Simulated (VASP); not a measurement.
Input of a VASP 6.6.1 run:

Contents of INCAR:

```
  ALGO = Fast
  EDIFF = 1E-5
  EDIFFG = -0.03
  ENCUT = 520
  GGA = PE
  IBRION = 2
  ISIF = 3
  ISMEAR = 0
  ISYM = 0
  KPAR = 2
  LASPH = T
  LCHARG = F
  LREAL = Auto
  LWAVE = F
  NELM = 80
  NSW = 110
  PREC = Normal
  SIGMA = 0.05
```

KPOINTS

```
k-points
0
Gamma
  4 4 2
```

Contents of POSCAR:

```
Be3Se2O
1.0
    5.7293558900     -0.0008949900      0.0239162300
   -2.8654525300      4.9436799900      0.0690574600
    0.0436770900      0.1708436900     10.3857749900
Be Se O
6 4 2
Direct
    0.7251103100      0.0259680900      0.9803664800
    0.7215966900      0.0045238000      0.4930601900
    0.0230537900      0.7435145600      0.9999068100
    0.9496554200      0.7061554600      0.4973529200
    0.2605282900      0.2617332100      0.9931350700
    0.2582929900      0.2755453500      0.4955642200
    0.3449587200      0.6815516200      0.9889186300
    0.3107185400      0.6631082200      0.4957232100
    0.6578946600      0.3256110800      0.0157178700
    0.6587215200      0.3154529800      0.4881235000
    0.0192941000      0.0211318300      0.9895165800
    0.0302115400      0.0380109300      0.4957709900
```

Potentials or basis: VASP PAW PBE potentials, release 64 (Be, Se, O).

The run is started by

```bash
$ cat potpaw_PBE.64/Be/POTCAR potpaw_PBE.64/Se/POTCAR potpaw_PBE.64/O/POTCAR > POTCAR
$ mpirun -np 2 vasp_std > vasp.out
```

**Question.** What does it give for the relaxed volume?

**Answer.** 24.84 Å³/atom.

**Question.** Predict the relaxed cell.

**Answer.** a = 5.319 Å, b = 5.319 Å, c = 12.212 Å, α = 86.77°, β = 88.41°, γ = 120.00°.

Final structure:
```xyz
12
Lattice="5.3188 -0.0017 0.0859 -2.6614 4.6019 0.1756 0.1423 0.4116 12.2038" Properties=species:S:1:pos:R:3 pbc="T T T"
Be    3.9268    0.4666   12.1939
Be    1.1187    4.7932    6.2763
Be   -1.7444    3.7357   12.2581
Be    3.4292    3.4621    6.2508
Be    0.9179    1.7968   12.2069
Be    0.7688    1.5265    6.1126
Se    0.1629    3.5846   11.2401
Se   -0.0172    3.2122    7.2278
Se    2.6474    1.5381    1.0868
Se    2.6783    1.7765    5.1168
O     0.1480    0.4662   12.1271
O     2.6584    4.7943    6.2939
```
